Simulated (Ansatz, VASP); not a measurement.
# Cross-check of TiAl3 between VASP and Ansatz

Wanted: the spread between two codes on one cell, functional and k mesh. The cell is taken from a series of runs on this material, whose earlier steps may have relaxed, scaled, displaced or heated it; both programs get it as it stands.

Calculated with Ansatz 0.2.0; plane waves, with VASP 6.6.1 beside it; zone-centre phonons at LDA.

**1. Set-up**

It takes space group I4/mmm (No. 139, tetragonal). Conventional cell: a = 3.766 Å, b = 3.766 Å, c = 8.455 Å, α = 90.00°, β = 90.00°, γ = 90.00°. Nearest to Al lie 4 Ti at 2.66 Å and 8 Al at 2.83 Å. Nearest to Al lie 8 Al at 2.66 to 2.83 Å and 4 Ti at 2.83 Å. Ti has 12 Al at 2.66 to 2.83 Å nearest. Farther neighbours are not listed.

Structure file:

```xyz
4
Lattice="-1.8829 1.8829 4.2276 1.8829 -1.8829 4.2276 1.8829 1.8829 -4.2276" Properties=species:S:1:pos:R:3 pbc="T T T"
Al    0.0000    0.0000    4.2276
Al    0.0000    1.8829    2.1138
Al    1.8829    0.0000    2.1138
Ti    0.0000    0.0000    0.0000
```

**2. VASP: zone-centre phonons, LDA**

Second derivatives magnify differences that forces hide, and they need a tight electronic threshold.

Lines of VASP's logs that name or quote its potential files are left out, and so is its time.

Contents of INCAR:

```
SYSTEM = TiAl3
PREC = Accurate
ENCUT = 500
EDIFF = 1E-08
NELM = 120
ISMEAR = 1
SIGMA = 0.2
LREAL = .FALSE.
ALGO = Normal
GGA = PW92
NBANDS = 16
LASPH = .TRUE.
LORBIT = 11
LWAVE = .FALSE.
LCHARG = .FALSE.
ISIF = 2
IBRION = 8
GGA_COMPAT = .FALSE.
KPAR = 2
```

Contents of POSCAR:

```
TiAl3
1.0
   -1.8829343068      1.8829343068      4.2275851136
    1.8829343068     -1.8829343068      4.2275851136
    1.8829343068      1.8829343068     -4.2275851136
Al Ti
3 1
Direct
    0.5000000000      0.5000000000      0.0000000000
    0.7500000000      0.2500000000      0.5000000000
    0.2500000000      0.7500000000      0.5000000000
    0.0000000000      0.0000000000      0.0000000000
```

Contents of KPOINTS:

```
Automatic mesh
0
Gamma
16 16 16
0 0 0
```

PAW data sets: Al and Ti_sv (LDA family, release 64).

Command:

```bash
$ mpirun -np 2 vasp_std
```

Numbers of over 12 decimals in the logs are rounded to 6 here.

Log:

```text
[banner, memory and clock lines left out]
running    2 mpi-ranks, on    1 nodes
 distrk:  each k-point on    1 cores,    2 groups
 distr:  one band on    1 cores,    1 groups

 POSCAR found type information on POSCAR AlTi
 POSCAR found :  2 types and       4 ions
|                                                                             |
|               ----> ADVICE to this user running VASP <----                  |
|                                                                             |
|     You enforced a specific xc type in the INCAR file but a different       |
|     [... a line on the potential file left out ...]
|     I HOPE YOU KNOW WHAT YOU ARE DOING!                                     |
|                                                                             |

 LDA part: xc-table for (Slater(with rela. corr.)+PW92), standard interpolation
 POSCAR, INCAR and KPOINTS ok, starting setup
 FFT: planning ... GRIDC
 FFT: planning ... GRID_SOFT
 FFT: planning ... GRID
 WAVECAR not read
 entering main loop
       N       E                     dE             d eps       ncg     rms          rms(c)
DAV:   1     0.115227841235E+03    0.11523E+03   -0.92322E+03 11168   0.118E+03
DAV:   2    -0.164658692876E+02   -0.13169E+03   -0.12970E+03 11432   0.307E+02
DAV:   3    -0.244831132090E+02   -0.80172E+01   -0.78850E+01 18864   0.680E+01
DAV:   4    -0.246469825673E+02   -0.16387E+00   -0.16373E+00 12624   0.969E+00
DAV:   5    -0.246530854364E+02   -0.61029E-02   -0.61026E-02 18512   0.175E+00    0.112E+01
DAV:   6    -0.234775664345E+02    0.11755E+01   -0.25566E+01 16792   0.382E+01    0.633E+00
DAV:   7    -0.228371839244E+02    0.64038E+00   -0.77355E+00 14552   0.209E+01    0.312E+00
DAV:   8    -0.227976387185E+02    0.39545E-01   -0.10761E+00 14320   0.825E+00    0.149E+00
DAV:   9    -0.227622380087E+02    0.35401E-01   -0.31419E-01 15072   0.451E+00    0.231E-01
DAV:  10    -0.227636730224E+02   -0.14350E-02   -0.76769E-03 14224   0.685E-01    0.283E-01
DAV:  11    -0.227621752196E+02    0.14978E-02   -0.76013E-03 16480   0.604E-01    0.520E-02
DAV:  12    -0.227621653150E+02    0.99046E-05   -0.23934E-04 15168   0.119E-01    0.321E-02
DAV:  13    -0.227621656679E+02   -0.35292E-06   -0.41141E-06 12576   0.160E-02    0.315E-02
DAV:  14    -0.227621676789E+02   -0.20110E-05   -0.86794E-06 15104   0.227E-02    0.201E-02
DAV:  15    -0.227621652150E+02    0.24639E-05   -0.98791E-06 14744   0.254E-02    0.116E-02
DAV:  16    -0.227621650911E+02    0.12391E-06   -0.23439E-07 13856   0.341E-03    0.109E-02
DAV:  17    -0.227621648217E+02    0.26938E-06   -0.23345E-07 14512   0.412E-03    0.656E-03
DAV:  18    -0.227621647009E+02    0.12079E-06   -0.19405E-07 14376   0.366E-03    0.302E-03
DAV:  19    -0.227621646750E+02    0.25942E-07   -0.56822E-08 14264   0.190E-03    0.125E-03
DAV:  20    -0.227621646699E+02    0.50384E-08   -0.29568E-08 12176   0.136E-03
   1 F= -.22762165E+02 E0= -.22762502E+02  d E =0.101159E-02
 Linear response reoptimize wavefunctions to high precision
DAV:   1    -0.227621646698E+02    0.14734E-09   -0.11237E-09  8696   0.270E-04
DAV:   2    -0.227621646698E+02   -0.27967E-10   -0.17155E-10  6600   0.956E-05
 Linear response DOF=           6
 Linear response progress:
  Degree of freedom:   1/  6
       N       E                     dE             d eps       ncg     rms          rms(c)
RMM:   1    -0.892961737465E-02   -0.89296E-02    0.25592E-03 36485   0.134E+00
RMM:   2    -0.737812608103E-02    0.15515E-02   -0.18405E-03 39545   0.254E-01    0.474E-02
RMM:   3    -0.741257230820E-02   -0.34446E-04   -0.36711E-04 43129   0.113E-01    0.253E-02
RMM:   4    -0.752578096660E-02   -0.11321E-03   -0.11921E-04 43236   0.572E-02    0.732E-03
RMM:   5    -0.753597961791E-02   -0.10199E-04   -0.14814E-05 47137   0.218E-02    0.326E-03
RMM:   6    -0.754467714670E-02   -0.86975E-05   -0.26075E-06 50085   0.862E-03    0.936E-04
RMM:   7    -0.754531076690E-02   -0.63362E-06   -0.38520E-07 48305   0.325E-03    0.452E-04
RMM:   8    -0.754538142652E-02   -0.70660E-07   -0.11422E-07 46554   0.170E-03    0.178E-04
RMM:   9    -0.754557551139E-02   -0.19408E-06   -0.10613E-08 50984   0.692E-04    0.697E-05
RMM:  10    -0.754555788194E-02    0.17629E-07   -0.18558E-08 50249   0.325E-04    0.240E-05
RMM:  11    -0.754555974521E-02   -0.18633E-08   -0.12192E-08 52078   0.142E-04    0.718E-06
 first order change of Fermi-energy   0.18614E-03
 force on displaced ion       1 direction 1 :  -9.096   0.000  -0.000
 Linear response progress:
  Degree of freedom:   2/  6
       N       E                     dE             d eps       ncg     rms          rms(c)
RMM:   1    -0.109963148841E-01   -0.10996E-01    0.71212E-03 26387   0.733E-01
RMM:   2    -0.835686384716E-02    0.26395E-02   -0.15749E-03 23478   0.200E-01    0.485E-02
RMM:   3    -0.829413722004E-02    0.62727E-04   -0.55705E-04 23809   0.102E-01    0.219E-02
RMM:   4    -0.834019028272E-02   -0.46053E-04   -0.16643E-04 24282   0.520E-02    0.749E-03
RMM:   5    -0.833450147764E-02    0.56888E-05   -0.20262E-05 25299   0.209E-02    0.252E-03
RMM:   6    -0.833909765765E-02   -0.45962E-05   -0.48468E-06 26707   0.816E-03    0.651E-04
RMM:   7    -0.833752250046E-02    0.15752E-05   -0.10801E-06 26854   0.350E-03    0.288E-04
RMM:   8    -0.833691427228E-02    0.60823E-06   -0.22448E-07 27679   0.155E-03    0.135E-04
[...]
RMM:   9    -0.741610817353E-02   -0.15004E-06    0.46870E-08 90837   0.496E-04    0.480E-05
RMM:  10    -0.741604352159E-02    0.64652E-07    0.60157E-08 89543   0.247E-04    0.128E-05
RMM:  11    -0.741611127346E-02   -0.67752E-07    0.89460E-08 89977   0.130E-04    0.843E-06
RMM:  12    -0.741608732623E-02    0.23947E-07    0.39768E-08 90130   0.729E-05    0.214E-06
RMM:  13    -0.741608484023E-02    0.24860E-08    0.44068E-08 93071   0.416E-05    0.118E-06
 first order change of Fermi-energy   0.20920E-05
 force on displaced ion       2 direction 1 :  -7.829  -0.000  -0.000
 Linear response progress:
  Degree of freedom:   4/  6
       N       E                     dE             d eps       ncg     rms          rms(c)
RMM:   1    -0.116131467483E-01   -0.11613E-01    0.25044E-03 41773   0.123E+00
RMM:   2    -0.873138077141E-02    0.28818E-02   -0.17681E-03 41489   0.268E-01    0.594E-02
RMM:   3    -0.867108955181E-02    0.60291E-04   -0.60474E-04 42305   0.139E-01    0.281E-02
RMM:   4    -0.875448362139E-02   -0.83394E-04   -0.20525E-04 45023   0.744E-02    0.100E-02
RMM:   5    -0.876003205028E-02   -0.55484E-05   -0.25836E-05 47813   0.288E-02    0.363E-03
RMM:   6    -0.877016063433E-02   -0.10129E-04   -0.52008E-06 50452   0.122E-02    0.138E-03
RMM:   7    -0.876921037353E-02    0.95026E-06   -0.94262E-07 49483   0.470E-03    0.629E-04
RMM:   8    -0.876866973661E-02    0.54064E-06   -0.29431E-07 49039   0.218E-03    0.281E-04
RMM:   9    -0.876899855469E-02   -0.32882E-06   -0.56662E-08 50547   0.869E-04    0.131E-04
RMM:  10    -0.876908538298E-02   -0.86828E-07   -0.11193E-08 49774   0.413E-04    0.277E-05
RMM:  11    -0.876907194915E-02    0.13434E-07   -0.13984E-08 52896   0.172E-04    0.874E-06
RMM:  12    -0.876908334325E-02   -0.11394E-07   -0.61456E-09 52391   0.712E-05    0.379E-06
RMM:  13    -0.876907237650E-02    0.10967E-07   -0.28067E-09 52083   0.349E-05    0.103E-06
RMM:  14    -0.876907568591E-02   -0.33094E-08   -0.39616E-09 51457   0.196E-05    0.678E-07
 first order change of Fermi-energy  -0.30747E-03
 force on displaced ion       2 direction 3 :   0.000  -0.000  -6.829
 Linear response progress:
  Degree of freedom:   5/  6
       N       E                     dE             d eps       ncg     rms          rms(c)
RMM:   1    -0.770139288439E+00   -0.77014E+00    0.10704E+01 20049   0.136E+02
RMM:   2    -0.682109822892E+00    0.88029E-01   -0.53392E-01 34331   0.586E+00    0.169E-01
RMM:   3    -0.680851032809E+00    0.12588E-02   -0.26607E-02 39646   0.128E+00    0.781E-02
RMM:   4    -0.681827958586E+00   -0.97693E-03   -0.18266E-02 46347   0.563E-01    0.371E-02
RMM:   5    -0.683367815444E+00   -0.15399E-02   -0.93023E-04 44940   0.168E-01    0.127E-02
RMM:   6    -0.683696078401E+00   -0.32826E-03   -0.24311E-04 48168   0.697E-02    0.383E-03
RMM:   7    -0.683589273052E+00    0.10681E-03   -0.39639E-05 47895   0.254E-02    0.307E-03
RMM:   8    -0.683679472497E+00   -0.90199E-04   -0.13817E-05 47926   0.125E-02    0.797E-04
RMM:   9    -0.683701496162E+00   -0.22024E-04   -0.64005E-06 50289   0.593E-03    0.151E-04
RMM:  10    -0.683696030048E+00    0.54661E-05   -0.43822E-06 52255   0.325E-03    0.198E-04
RMM:  11    -0.683702595511E+00   -0.65655E-05   -0.29805E-06 47570   0.199E-03    0.256E-05
RMM:  12    -0.683703618953E+00   -0.10234E-05   -0.24895E-06 51998   0.140E-03    0.114E-05
RMM:  13    -0.683704156005E+00   -0.53705E-06   -0.19654E-06 50164   0.106E-03    0.122E-05
RMM:  14    -0.683704560345E+00   -0.40434E-06   -0.15915E-06 47395   0.865E-04    0.133E-05
RMM:  15    -0.683703924758E+00    0.63559E-06   -0.12882E-06 45016   0.732E-04    0.917E-06
RMM:  16    -0.683703955854E+00   -0.31096E-07   -0.10479E-06 52162   0.617E-04    0.120E-05
RMM:  17    -0.683704065488E+00   -0.10963E-06   -0.86049E-07 49502   0.532E-04    0.134E-05
RMM:  18    -0.683704089936E+00   -0.24448E-07   -0.70431E-07 49191   0.463E-04    0.162E-05
RMM:  19    -0.683704094628E+00   -0.46924E-08   -0.59383E-07 41529   0.407E-04    0.185E-05
RMM:  20    -0.683704187211E+00   -0.92583E-07   -0.49536E-07 41792   0.361E-04    0.194E-05
RMM:  21    -0.683704204663E+00   -0.17452E-07   -0.42163E-07 35578   0.318E-04    0.208E-05
RMM:  22    -0.683704255542E+00   -0.50879E-07   -0.34940E-07 38532   0.283E-04    0.221E-05
 first order change of Fermi-energy  -0.28303E-03
 force on displaced ion       4 direction 1 : -10.894  -0.000   0.000
 Linear response progress:
  Degree of freedom:   6/  6
       N       E                     dE             d eps       ncg     rms          rms(c)
RMM:   1    -0.718812224966E+00   -0.71881E+00    0.20184E+01 11346   0.141E+02
RMM:   2    -0.631985380701E+00    0.86827E-01   -0.58940E-01 18897   0.593E+00    0.176E-01
RMM:   3    -0.630663750681E+00    0.13216E-02   -0.28227E-02 22072   0.131E+00    0.772E-02
RMM:   4    -0.631445720580E+00   -0.78197E-03   -0.18635E-02 25317   0.560E-01    0.333E-02
RMM:   5    -0.632623063927E+00   -0.11773E-02   -0.72104E-04 25164   0.153E-01    0.127E-02
RMM:   6    -0.633057784224E+00   -0.43472E-03   -0.22294E-04 26053   0.658E-02    0.302E-03
RMM:   7    -0.633051910613E+00    0.58736E-05   -0.37455E-05 26895   0.232E-02    0.216E-03
RMM:   8    -0.633105311538E+00   -0.53401E-04   -0.18206E-05 26008   0.120E-02    0.845E-04
RMM:   9    -0.633130969574E+00   -0.25658E-04   -0.10700E-05 27293   0.608E-03    0.286E-04
RMM:  10    -0.633121426177E+00    0.95434E-05   -0.81873E-06 27623   0.344E-03    0.963E-05
RMM:  11    -0.633123150198E+00   -0.17240E-05   -0.71281E-06 27872   0.211E-03    0.476E-05
RMM:  12    -0.633124187213E+00   -0.10370E-05   -0.64382E-06 26643   0.163E-03    0.110E-05
RMM:  13    -0.633124574758E+00   -0.38755E-06   -0.57021E-06 27704   0.133E-03    0.113E-05
RMM:  14    -0.633124607785E+00   -0.33027E-07   -0.50311E-06 28707   0.115E-03    0.210E-05
RMM:  15    -0.633124439629E+00    0.16816E-06   -0.45198E-06 26687   0.101E-03    0.231E-05
RMM:  16    -0.633124510255E+00   -0.70625E-07   -0.40113E-06 24957   0.912E-04    0.246E-05
RMM:  17    -0.633124576839E+00   -0.66584E-07   -0.36635E-06 25671   0.831E-04    0.270E-05
RMM:  18    -0.633124640242E+00   -0.63404E-07   -0.33123E-06 24143   0.764E-04    0.329E-05
RMM:  19    -0.633124733395E+00   -0.93153E-07   -0.30806E-06 22296   0.713E-04    0.306E-05
RMM:  20    -0.633124763471E+00   -0.30076E-07   -0.29169E-06 22758   0.663E-04    0.278E-05
 first order change of Fermi-energy   0.34101E-03
 force on displaced ion       4 direction 3 :   0.000   0.000  -8.299
 Linear response finished
```

(Continued in part 2 of 2.)

[Lines on the potential files, build, host, timing and source positions are cut from VASP's logs without a mark.]

[Logs are printed without paths, hosts, clocks, repeated set-up lines and the standing remarks that a program may print on its own settings, such as how far it seeks lower states.]

[Hosts, paths, dates, database ids (printed as entryN), source tags and the programs' standing remarks are cut or masked in the printed files.]
